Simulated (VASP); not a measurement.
These are r2SCAN meta-GGA, VASP's PBE PAW potentials (set 64) (plane waves; VASP) values and carry that method's errors.

The input files of a VASP run:

### INCAR
```
! general
SYSTEM  = PbS
PREC    = Accurate
ENCUT   = 400
LREAL   = .False.   ! projection in real space or not
LASPH   = .True.

! electronic loop
EDIFF   = 1E-6   ! SCF stop (eV)
NELM    = 100   ! most electronic steps
ALGO    = Normal   ! blocked Davidson
LMAXMIX = 4
LMIXTAU = .True.

! smearing
ISMEAR  = 0
SIGMA   = 0.05   ! width (eV)

! functional
METAGGA = R2SCAN

! ions
IBRION  = 2
NSW     = 60   ! most ionic steps
ISIF    = 3   ! ions, shape and volume
EDIFFG  = -0.01

! output
LWAVE   = .False.
LCHARG  = .False.
```

**POSCAR**
```
PbS
1.0
  0.0000000000   2.9862226180   2.9862226180
  2.9862226180   0.0000000000   2.9862226180
  2.9862226180   2.9862226180   0.0000000000
Pb S
1 1
Cartesian
  0.0000000000   0.0000000000   0.0000000000
  2.9862226180   2.9862226180   2.9862226180
```

**KPOINTS**
```
Automatic mesh
0
Gamma
7 7 7
0 0 0
```

POTCAR, in this order: Pb_d S (PBE.64 set). Program: vasp_std.

Output

OSZICAR:
```
       N       E                     dE             d eps       ncg     rms          rms(c)
DAV:   1     0.895157704570E+02    0.89516E+02   -0.86037E+03   566   0.124E+03
DAV:   2    -0.586215961130E+02   -0.14814E+03   -0.14514E+03   608   0.339E+02
DAV:   3    -0.704256313053E+02   -0.11804E+02   -0.11570E+02   734   0.102E+02
DAV:   4    -0.707019458613E+02   -0.27631E+00   -0.27615E+00   642   0.181E+01
DAV:   5    -0.707121141172E+02   -0.10168E-01   -0.10168E-01   808   0.329E+00    0.452E+00
DAV:   6    -0.654702195028E+02    0.52419E+01   -0.29243E+00   692   0.328E+01    0.399E+00
DAV:   7    -0.654869041221E+02   -0.16685E-01   -0.72170E-01   572   0.115E+01    0.215E+00
DAV:   8    -0.655477882686E+02   -0.60884E-01   -0.67427E-01   560   0.717E+00    0.834E-01
DAV:   9    -0.656099462884E+02   -0.62158E-01   -0.22929E-01   560   0.421E+00    0.655E-01
DAV:  10    -0.656063375672E+02    0.36087E-02   -0.37536E-02   632   0.218E+00    0.408E-01
DAV:  11    -0.656085609485E+02   -0.22234E-02   -0.15709E-02   560   0.118E+00    0.908E-02
DAV:  12    -0.656122825745E+02   -0.37216E-02   -0.51975E-03   584   0.766E-01    0.140E-01
DAV:  13    -0.656117261174E+02    0.55646E-03   -0.72855E-04   638   0.267E-01    0.100E-01
DAV:  14    -0.656123606019E+02   -0.63448E-03   -0.34921E-04   590   0.219E-01    0.398E-02
DAV:  15    -0.656126646203E+02   -0.30402E-03   -0.35721E-04   596   0.218E-01    0.188E-02
DAV:  16    -0.656126572525E+02    0.73677E-05   -0.30072E-05   686   0.639E-02    0.160E-03
DAV:  17    -0.656126689559E+02   -0.11703E-04   -0.96042E-06   596   0.356E-02    0.396E-03
DAV:  18    -0.656126683525E+02    0.60339E-06   -0.27126E-07   358   0.496E-03
   1 F= -.65612668E+02 E0= -.65612668E+02  d E =-.656127E+02
```

File OUTCAR:
```
------------------------ aborting loop because EDIFF is reached ----------------------------------------
  FORCE on cell =-STRESS in cart. coord.  units (eV):
  Direction    XX          YY          ZZ          XY          YZ          ZX
  --------------------------------------------------------------------------------------
  Total        0.0060590      0.0060590      0.0060590      0.0000000     -0.0000000      0.0000000
  in kB        0.1822695      0.1822695      0.1822695      0.0000000     -0.0000000      0.0000000
  external PRESSURE =       0.1822695 kB  Pullay stress =       0.0000000 kB
  volume of cell :       53.26
      direct lattice vectors                 reciprocal lattice vectors
     0.000000000  2.986222618  2.986222618    -0.167435608  0.167435608  0.167435608
     2.986222618  0.000000000  2.986222618     0.167435608 -0.167435608  0.167435608
     2.986222618  2.986222618  0.000000000     0.167435608  0.167435608 -0.167435608
  FREE ENERGIE OF THE ION-ELECTRON SYSTEM (eV)
  ---------------------------------------------------
  free  energy   TOTEN  =       -65.6126683525 eV

  energy  without entropy=      -65.6126683525  energy(sigma->0) =      -65.61266835

 reached required accuracy - stopping structural energy minimisation
```
(Selected blocks of OUTCAR.)

The structure comes from a measured PbS entry (Fm-3m) of the Crystallography Open Database, whose conditions weren't checked. It was relaxed first. The start is the result of an earlier pass.
